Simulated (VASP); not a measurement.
Input:

```
BeSe
1.0
    0.00000     2.57000     2.57000
    2.57000     0.00000     2.57000
    2.57000     2.57000     0.00000
Be Se
1 1
Direct
  0.00000   0.00000   0.00000
  0.25000   0.25000   0.25000
```

Level of theory: PBE GGA, VASP's PBE PAW potentials (set 64) (plane waves; VASP). Settings: 300 eV cut-off, 9×9×9 Γ-centred mesh, Fermi-Dirac smearing of 0.050 eV, potentials Be Se.

At this cut-off the stress carries a Pulay error, which pulls relaxed volumes low.

**Question.** Estimate the energy per atom (σ→0), pressure.

**Answer.** 
```yaml
energy per atom (σ→0): -4.426 eV/atom
pressure: 1.93 GPa
```

Total energies compare only between runs with the same potentials, cut-off and functional.

The structure is a typed BeSe crystal (F-43m). The cell was not relaxed at this level.
